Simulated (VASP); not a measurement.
The system is C.

```xyz
4
Lattice="2.4610 0.0000 0.0000 -1.2305 2.1313 0.0000 0.0000 0.0000 9.3912" Properties=species:S:1:pos:R:3 pbc="T T T"
C     0.0000    0.0000    2.3478
C     0.0000    1.4209    2.3478
C     0.0000    0.0000    7.0434
C     1.2305    0.7104    7.0434
```

The cell was built by a generator and needn't be a form met in nature.

Base run:

- Program: VASP 6.6.1
- Functional: r2SCAN
- Potentials or basis: VASP PAW PBE potentials, release 64 (C)
- Cutoff: 520 eV
- k mesh: 16 × 16 × 4
- Occupations: fermi-dirac, width 0.05 eV
- Spin: no spin polarisation

Its results: band gap on the k mesh 1.24 eV, direct; pressure -0.9 GPa.

Question: After a change of settings the same cell gave: band gap on the k mesh 1.16 eV, direct; pressure 3.7 GPa. Which change was it?
A. functional from r2SCAN to vdW-DF
B. functional from r2SCAN to PBE; dispersion from none to D4
C. functional from r2SCAN to rev-vdW-DF2
D. functional from r2SCAN to PBE; dispersion from none to TS

Answer: A.

Caveats: the PAW data sets were made with another functional, which shifts forces and pressure a little.
